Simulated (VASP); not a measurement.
# Mg3Al (space group Fm-3m): computed properties

These are PBEsol GGA, VASP's PBE PAW potentials (set 64) (plane waves; VASP) values and carry that method's errors.

```yaml
space_group: Fm-3m (225)
cell: a = b = c = 6.895 Å, α = β = γ = 90.00°
volume_per_atom: 20.49 Å³/atom
band gap (over mesh and band path): none (metal, semimetal or under 0.01 eV)
hill_bulk_modulus: 46.2 GPa
hill_shear_modulus: 29.6 GPa
Poisson's ratio: 0.236
density: 2.02 g/cm³
optical Γ-point spectrum: 170 (×3), 196 (×3), 255 (×3) cm⁻¹
C11: 68.9 GPa
C12: 34.8 GPa
C44: 42.8 GPa
```

Space group Fm-3m (No. 225); a = 6.8954 Å, b = 6.8954 Å, c = 6.8954 Å, α = 90.00°, β = 90.00°, γ = 90.00°

```
atom  site  symmetry       x       y       z
----  ----  --------  ------  ------  ------
Mg      4a      m-3m  0.0000  0.0000  0.0000
Mg      8c      -43m  0.2500  0.2500  0.2500
Al      4b      m-3m  0.5000  0.5000  0.5000
```
(The calculation used a cell of 4 atoms; values per cell refer to that cell.)

Finite-difference elastic constants of metals are sensitive to mesh and smearing; shear constants can be off by tens of GPa.

The structure comes from a computed database's Mg3Al entry (Fm-3m); how it stands against other phases isn't given here. It was relaxed first. Symmetry was kept, so distortions that lower it aren't found. The electron count is odd and the run is not spin-polarised, which forces a metal.
